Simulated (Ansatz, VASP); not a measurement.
**LiFeN in VASP and in Ansatz**

```
Li Fe N
1.0
     3.10060    0.00000    0.00000
    -1.55030    2.68520    0.00000
     0.00000    0.00000    4.14534
Li Fe N
1 1 1
Direct
  0.33333 0.66667 0.00000
  0.66667 0.33333 0.50000
  0.33333 0.66667 0.50000
```

Alike in both runs: task single point; functional BLYP; k mesh 6 × 6 × 4; occupations gaussian, width 0.1 eV; collinear spin.

```csv
,VASP,Ansatz
version,VASP 6.6.1,Ansatz 0.2.0
potentials or method,"VASP PAW PBE potentials, release 64 (Li_sv, Fe, N)","scalar-relativistic, plane waves, PAW"
plane-wave cutoff (eV),520,420
valence electrons in the cell,16,24
```

|  | VASP | Ansatz | Ansatz less VASP |
| --- | --- | --- | --- |
| gap on the k mesh at the Fermi level (eV) | none | none | - |
| net moment per atom (μB) | 0.00 | 0.00 | -0.003 |

A gap of «none» marks a metal or a gap that the smearing closes. The functional is the same, so the differences come from potentials, cutoffs and numerics. The two sets of potentials don't hold the same shells in valence. Ansatz warned: «seeded_moment_not_kept».

Caveats: the k mesh is coarse (spacing up to 0.39 Å⁻¹), so the values aren't converged.
